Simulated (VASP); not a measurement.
All values below come from r2SCAN meta-GGA, VASP's PBE PAW potentials (set 64) (plane waves; VASP).

VASP ran on this input.

**INCAR**
```
ALGO = Normal
EDIFF = 1E-7
ENCUT = 520
ISIF = 2
ISMEAR = -5
LASPH = .True.
LCHARG = .False.
LEFG = .True.
LMIXTAU = .True.
LORBIT = 11
LREAL = .False.
LWAVE = .False.
METAGGA = R2SCAN
NEDOS = 601
NELM = 100
PREC = Accurate
SYSTEM = SiC
```

**POSCAR**
```
SiC
1
    1.5384079086    -2.6646007436     0.0000000000
    1.5384079086     2.6646007436    -0.0000000000
    0.0000000000     0.0000000000    10.0735540916
Si C
4 4
Direct
  0.0000000000   0.0000000000   0.0002950869
  0.0000000000   0.0000000000   0.5002950869
  0.6666670000   0.3333330000   0.7502468517
  0.3333330000   0.6666670000   0.2502468517
  0.0000000000   0.0000000000   0.8128563093
  0.0000000000   0.0000000000   0.3128563093
  0.6666670000   0.3333330000   0.5622317521
  0.3333330000   0.6666670000   0.0622317521
```

KPOINTS_OPT:
```
k-points along high-symmetry lines
6
Line-mode
Reciprocal
  0.000000   0.000000   0.000000 ! GAMMA
  0.000000   0.500000   0.000000 ! M

  0.000000   0.500000   0.000000 ! M
 -0.333333   0.666667   0.000000 ! K

 -0.333333   0.666667   0.000000 ! K
  0.000000   0.000000   0.000000 ! GAMMA

  0.000000   0.000000   0.000000 ! GAMMA
  0.000000   0.000000   0.500000 ! A

  0.000000   0.000000   0.500000 ! A
  0.000000   0.500000   0.500000 ! L

  0.000000   0.500000   0.500000 ! L
 -0.333333   0.666667   0.500000 ! H

 -0.333333   0.666667   0.500000 ! H
  0.000000   0.000000   0.500000 ! A

  0.000000   0.500000   0.500000 ! L
  0.000000   0.500000   0.000000 ! M

 -0.333333   0.666667   0.500000 ! H
 -0.333333   0.666667   0.000000 ! K
```

File KPOINTS:
```
Regular mesh
0
Gamma
 9 9 3
0 0 0
```

POTCAR, in this order: Si C (PBE.64 set). Program: vasp_std.

What VASP printed:

File OUTCAR:
```
 ion  position               nearest neighbor table
   1  0.000  0.000  0.000-   8 1.88   8 1.88   8 1.88   5 1.89   4 3.08   4 3.08   4 3.08   3 3.08
                             3 3.08   3 3.08
   2  0.000  0.000  0.500-   7 1.88   7 1.88   7 1.88   6 1.89   3 3.08   3 3.08   3 3.08   4 3.08
                             4 3.08   4 3.08
   3  0.667  0.333  0.750-   5 1.89   5 1.89   5 1.89   7 1.89   2 3.08   2 3.08   2 3.08   1 3.08
                             1 3.08   1 3.08
   4  0.333  0.667  0.250-   6 1.89   6 1.89   6 1.89   8 1.89   1 3.08   1 3.08   1 3.08   2 3.08
                             2 3.08   2 3.08
   5  0.000  0.000  0.813-   3 1.89   3 1.89   3 1.89   1 1.89
   6  0.000  0.000  0.313-   4 1.89   4 1.89   4 1.89   2 1.89
   7  0.667  0.333  0.562-   2 1.88   2 1.88   2 1.88   3 1.89
   8  0.333  0.667  0.062-   1 1.88   1 1.88   1 1.88   4 1.89
  LATTYP: Found a hexagonal cell.
 ALAT       =     3.0768158892
 C/A-ratio  =     3.2740191335
 Subroutine PRICEL returns:
 Original cell was already a primitive cell.
 Subroutine GETGRP returns: Found 12 space group operations
The static configuration has the point symmetry C_3v.
 The point group associated with its full space group is C_6v.
The dynamic configuration has the point symmetry C_3v.
 Subroutine INISYM returns: Found 12 space group operations
 Subroutine IBZKPT returns following result:
 Found     24 irreducible k-points:

 Following reciprocal coordinates:
            Coordinates               Weight
  0.000000  0.000000  0.000000      1.000000
  0.111111 -0.000000  0.000000      6.000000
  0.222222  0.000000  0.000000      6.000000
  0.333333 -0.000000  0.000000      6.000000
  0.444444  0.000000  0.000000      6.000000
  0.111111  0.111111  0.000000      6.000000
  0.222222  0.111111  0.000000     12.000000
  0.333333  0.111111  0.000000     12.000000
  0.444444  0.111111  0.000000      6.000000
  0.222222  0.222222  0.000000      6.000000
  0.333333  0.222222  0.000000     12.000000
  0.333333  0.333333  0.000000      2.000000
  0.000000  0.000000  0.333333      2.000000
  0.111111 -0.000000  0.333333     12.000000
  0.222222  0.000000  0.333333     12.000000
  0.333333 -0.000000  0.333333     12.000000
  0.444444  0.000000  0.333333     12.000000
  0.111111  0.111111  0.333333     12.000000
  0.222222  0.111111  0.333333     24.000000
  0.333333  0.111111  0.333333     24.000000
  0.444444  0.111111  0.333333     12.000000
  0.222222  0.222222  0.333333     12.000000
  0.333333  0.222222  0.333333     24.000000
  0.333333  0.333333  0.333333      4.000000
   k-points           NKPTS =     24   k-points in BZ     NKDIM =     24   number of bands    NBANDS=     21
   number of dos      NEDOS =    601   number of ions     NIONS =      8
   total plane-waves  NPLWV =  46080
   dimension x,y,z NGX =    24 NGY =   24 NGZ =   80
   dimension x,y,z NGXF=    48 NGYF=   48 NGZF=  160
   ions per type =               4   4
   PREC   = accura    normal or accurate (medium, high low for compatibility)
   ISTART =      0    job   : 0-new  1-cont  2-samecut
   ICHARG =      2    charge: 1-file 2-atom 10-const
   ISPIN  =      1    spin polarized calculation?
   LNONCOLLINEAR =      F non collinear calculations
   LSORBIT =      F    spin-orbit coupling
   INIWAV =      1    electr: 0-lowe 1-rand  2-diag
   ENCUT  =  520.0 eV  38.22 Ry    6.18 a.u.   5.72  5.72 18.73*2*pi/ulx,y,z
   NELM   =    100;   NELMIN=  2; NELMDL= -5     # of ELM steps
   EDIFF  = 0.1E-06   stopping-criterion for ELM
   LREAL  =      F    real-space projection
   NLSPLINE    = F    spline interpolate recip. space projectors
   LMAXMIX     =    2 max onsite mixed and CHGCAR
   VOSKOWN=      0    Vosko Wilk Nusair interpolation
   EDIFFG = 0.1E-05   stopping-criterion for IOM
   NSW    =      0    number of steps for IOM
   NBLOCK =      1;   KBLOCK =      1    inner block; outer block
...
```

OSZICAR:
```
       N       E                     dE             d eps       ncg     rms          rms(c)
DAV:   1     0.770416840516E+02    0.77042E+02   -0.15580E+04  1008   0.141E+03
DAV:   2    -0.820643501782E+02   -0.15911E+03   -0.15141E+03  1426   0.236E+02
DAV:   3    -0.892095248462E+02   -0.71452E+01   -0.71167E+01  1248   0.514E+01
DAV:   4    -0.893134188059E+02   -0.10389E+00   -0.10372E+00  1251   0.704E+00
DAV:   5    -0.893157176289E+02   -0.22988E-02   -0.22981E-02  1233   0.101E+00    0.184E+01
DAV:   6    -0.810609565723E+02    0.82548E+01   -0.22872E+01  1168   0.243E+01    0.104E+01
DAV:   7    -0.767810718637E+02    0.42799E+01   -0.12897E+00  1263   0.812E+00    0.426E+00
DAV:   8    -0.773373002472E+02   -0.55623E+00   -0.12069E+00  1128   0.815E+00    0.254E+00
DAV:   9    -0.768590367900E+02    0.47826E+00   -0.30930E-01  1103   0.502E+00    0.105E+00
DAV:  10    -0.773023747177E+02   -0.44334E+00   -0.22807E-01  1088   0.429E+00    0.601E-01
DAV:  11    -0.772844592214E+02    0.17915E-01   -0.25329E-02  1163   0.159E+00    0.258E-01
DAV:  12    -0.773042928289E+02   -0.19834E-01   -0.13444E-02  1173   0.108E+00    0.199E-01
DAV:  13    -0.773060864808E+02   -0.17937E-02   -0.56337E-04  1198   0.215E-01    0.125E-01
DAV:  14    -0.773059056971E+02    0.18078E-03   -0.36500E-04  1228   0.149E-01    0.305E-02
DAV:  15    -0.773075117952E+02   -0.16061E-02   -0.86595E-04  1093   0.266E-01    0.156E-02
DAV:  16    -0.773072450476E+02    0.26675E-03   -0.43267E-05  1238   0.597E-02    0.164E-02
DAV:  17    -0.773073490538E+02   -0.10401E-03   -0.20441E-05  1128   0.434E-02    0.118E-02
DAV:  18    -0.773072986866E+02    0.50367E-04   -0.21116E-05  1098   0.415E-02    0.347E-03
DAV:  19    -0.773073661657E+02   -0.67479E-04   -0.37291E-06  1238   0.160E-02    0.224E-03
DAV:  20    -0.773073483632E+02    0.17803E-04   -0.15563E-07   769   0.447E-03    0.170E-03
DAV:  21    -0.773073511895E+02   -0.28263E-05   -0.18341E-07   639   0.276E-03    0.768E-04
DAV:  22    -0.773073444049E+02    0.67846E-05   -0.62645E-08   624   0.225E-03    0.101E-03
DAV:  23    -0.773073468616E+02   -0.24567E-05   -0.22069E-08   624   0.129E-03    0.662E-04
DAV:  24    -0.773073437667E+02    0.30949E-05   -0.82379E-09   624   0.724E-04    0.156E-04
DAV:  25    -0.773073442940E+02   -0.52736E-06   -0.40313E-09   624   0.389E-04    0.181E-04
DAV:  26    -0.773073441218E+02    0.17220E-06   -0.65418E-10   614   0.232E-04    0.776E-05
DAV:  27    -0.773073436032E+02    0.51863E-06   -0.52252E-10   609   0.220E-04    0.563E-05
DAV:  28    -0.773073437240E+02   -0.12084E-06   -0.55091E-11   599   0.651E-05    0.286E-05
DAV:  29    -0.773073437586E+02   -0.34534E-07   -0.18877E-11   594   0.345E-05
   1 F= -.77307344E+02 E0= -.77307344E+02  d E =0.000000E+00
       N       E                     dE             ncg
       N       E                     dE             ncg
       N       E                     dE             ncg
```

### OUTCAR
```
------------------------ aborting loop because EDIFF is reached ----------------------------------------
  FORCE on cell =-STRESS in cart. coord.  units (eV):
  Direction    XX          YY          ZZ          XY          YZ          ZX
  --------------------------------------------------------------------------------------
  Total       -0.0072880     -0.0072880      0.0090046      0.0000000      0.0000000      0.0000000
  in kB       -0.1413842     -0.1413842      0.1746866      0.0000000      0.0000000      0.0000000
  external PRESSURE =      -0.0360273 kB  Pullay stress =       0.0000000 kB
  volume of cell :       82.59
      direct lattice vectors                 reciprocal lattice vectors
     1.538407909 -2.664600744  0.000000000     0.325011330 -0.187645373  0.000000000
     1.538407909  2.664600744  0.000000000     0.325011330  0.187645373  0.000000000
     0.000000000  0.000000000 10.073554092     0.000000000  0.000000000  0.099269830
  FREE ENERGIE OF THE ION-ELECTRON SYSTEM (eV)
  ---------------------------------------------------
  free  energy   TOTEN  =       -77.3073437586 eV

  energy  without entropy=      -77.3073437586  energy(sigma->0) =      -77.30734376

 total charge

# of ion       s       p       d       tot
------------------------------------------
    1        0.703   0.979   0.000   1.681
    2        0.703   0.979   0.000   1.681
    3        0.702   0.981   0.000   1.683
    4        0.702   0.981   0.000   1.683
    5        0.851   1.715   0.000   2.566
    6        0.851   1.715   0.000   2.566
    7        0.851   1.718   0.000   2.568
    8        0.851   1.718   0.000   2.568
--------------------------------------------------
tot          6.212  10.784   0.000  16.997

 Electric field gradients after diagonalization (V/A^2)
 (convention: |V_zz| > |V_xx| > |V_yy|)
----------------------------------------------------------------------
 ion       V_xx      V_yy      V_zz     asymmetry (V_yy - V_xx)/ V_zz
----------------------------------------------------------------------
   1      -1.886    -1.886     3.771       0.000
   2      -1.886    -1.886     3.771       0.000
   3      -0.124    -0.124     0.247       0.000
   4      -0.124    -0.124     0.247       0.000
   5      -0.234    -0.234     0.468       0.001
   6      -0.234    -0.234     0.468       0.001
   7      -1.086    -1.085     2.171       0.000
   8      -1.086    -1.085     2.171       0.000
```
(Selected blocks of OUTCAR.)

The compound is SiC in the 4h structure. It was relaxed first.
